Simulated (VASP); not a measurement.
Energy against volume of PbO₂ (rutile). Level of theory: PBE GGA with D4 dispersion, VASP's PBE PAW potentials (set 64) (plane waves; VASP 6.6.1). Settings: 520 eV cut-off, 5×5×7 Γ-centred mesh, Gaussian smearing of 0.050 eV, potentials Pb_d O.

Shape and ions are relaxed at each volume.

| V (Å³/atom) | E (eV/atom) |
|---|---|
| 13.587 | -5.53699 |
| 14.020 | -5.55516 |
| 14.454 | -5.56141 |
| 14.887 | -5.55792 |

### Question
Fit these four points and predict the energy of the run at 15.321 Å³/atom.

### Answer
A cubic in V^(−2/3), the third-order Birch-Murnaghan form, passes through the four points with V0 = 14.50 Å³/atom and B0 = 117 GPa, and gives -5.5465 eV/atom there. The run gave -5.5466 eV/atom, -0.1 meV/atom from the fit; all five points give B0 = 117 GPa.

The compound is PbO2 in the rutile structure. It was relaxed first.
